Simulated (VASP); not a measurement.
A VASP calculation is set up with these files.

KPOINTS:
```
Automatic mesh
0
Gamma
5 5 5
0 0 0
```

INCAR:
```
SYSTEM = Y3Be
PREC = Accurate
ENCUT = 300
EDIFF = 1E-6
NELM = 100
ALGO = Normal
LREAL = .FALSE.
LASPH = .TRUE.
ISMEAR = -1
SIGMA = 0.136
GGA = PE
LMAXMIX = 4
LWAVE = .FALSE.
LCHARG = .FALSE.
ISIF = 2
```

POSCAR:
```
Y3Be
1.0
 -2.3736800000   2.3736800000   5.2872380000
  2.3736800000  -2.3736800000   5.2872380000
  2.3736800000   2.3736800000  -5.2872380000
Y Be
3 1
Cartesian
  0.0238863418   0.0057087004   5.2966122730
 -0.0006147831   2.3400948017   2.6390561136
  2.3698749910   0.0202736009   2.6621824926
 -0.0194641760   0.0076052707  -0.0233801664
```

POTCAR, in this order: Y_sv Be (PBE.64 set). Program: vasp_std.

Task: Write an equivalent input for Quantum ESPRESSO's pw.x.

Result: One equivalent input (not run):
```
&CONTROL
  calculation = 'scf'
  pseudo_dir = './pseudo'
  outdir = './out'
  tprnfor = .true.
  tstress = .true.
/
&SYSTEM
  ibrav = 0
  nat = 4
  ntyp = 2
  ecutwfc = 88
  occupations = 'smearing'
  smearing = 'fermi-dirac'
  degauss = 0.009996
  input_dft = 'pbe'
/
&ELECTRONS
  conv_thr = 7.3e-08
  electron_maxstep = 100
/
ATOMIC_SPECIES
  Y 88.906 Y.upf
  Be 9.012 Be.upf
CELL_PARAMETERS angstrom
    -2.3736800    2.3736800    5.2872380
     2.3736800   -2.3736800    5.2872380
     2.3736800    2.3736800   -5.2872380
ATOMIC_POSITIONS crystal
  Y    0.5020890  0.5059180  0.0062340
  Y    0.7424940  0.2494390  0.4927960
  Y    0.2560260  0.7509540  0.5034690
  Be  -0.0006090 -0.0063110 -0.0024980
K_POINTS automatic
  5 5 5 0 0 0
```
What does not carry over: the potentials are each code's own (VASP's PAW set, PseudoDojo norm-conserving files in pw.x), so ENCUT and ecutwfc are chosen apart and not converted; conv_thr bounds pw.x's estimated SCF error, while EDIFF bounds the energy change between steps.

The structure was generated: Y3Be was put into an ordered model structure, which need not be its known phase. The cell was not relaxed at this level, atoms are displaced from their ideal sites. The k-mesh is coarse (spacing up to 0.37 per Å, 2π included), so the numbers may not be converged in it.
